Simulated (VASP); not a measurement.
VASP runs on TiO$_{2}$ (space group I4_1/amd) share one base input (PBE GGA, plane waves, VASP's PBE PAW potentials (set 64)) and change the settings named in each case.

POSCAR:
```
TiO2
1.0
 -1.8925000000   1.8925000000   4.7550000000
  1.8925000000  -1.8925000000   4.7550000000
  1.8925000000   1.8925000000  -4.7550000000
Ti O
2 4
Cart
  0.0000000000   1.8925000000   2.3775000000
  0.0000000000   0.0000000000   0.0000000000
  0.0000000000   1.8925000000   0.3994200000
  0.0000000000  -0.0000000000   7.5319200000
  0.0000000000  -0.0000000000   1.9780800000
  0.0000000000   1.8925000000   4.3555800000
```

File KPOINTS:
```
kpoints
0
Gamma
  4 4 5
```

INCAR:
```
SYSTEM = TiO2
PREC = Accurate
ENCUT = 400
EDIFF = 1E-6
NELM = 100
ALGO = Normal
LREAL = .FALSE.
LASPH = .TRUE.
ISMEAR = -1
SIGMA = 0.05
GGA = PE
LMAXMIX = 4
LWAVE = .FALSE.
LCHARG = .FALSE.
ISIF = 2
```

POTCAR, in this order: Ti_sv O (PBE.64 set). Program: vasp_std.

```csv
change,E(σ→0) (eV/atom),pressure (GPa),largest force (eV/Å)
base run,-8.9796,-0.26,0.148
GGA = PS,-9.3768,[?],[?]
KPOINTS 2×2×2 Γ-centred mesh,-8.9919,-1.31,0.021
"LDAU = .TRUE., LDAUJ = 0 0, LDAUL = 2 -1, LDAUTYPE = 2, LDAUU = 8.0 0",-7.2263,15.17,0.389
```

**Question.** Fill in the missing entries.

**Answer.** 
- GGA = PS, pressure (GPa): -6.59
- GGA = PS, largest force (eV/Å): 0.034

Energies of different potentials or functionals have different zeros.  At 400 eV the pressure can carry a Pulay error.

Left out are runs that ran out of time, are held back, or changed the cell or the kind of run, fixed moments of cells without a moment, rows past the twelfth, gaps on odd meshes, pressures of charged cells and columns that move by less than the noise.

The structure is a typed TiO2 crystal (I4_1/amd). The cell was not relaxed at this level, forces remain on its atoms.
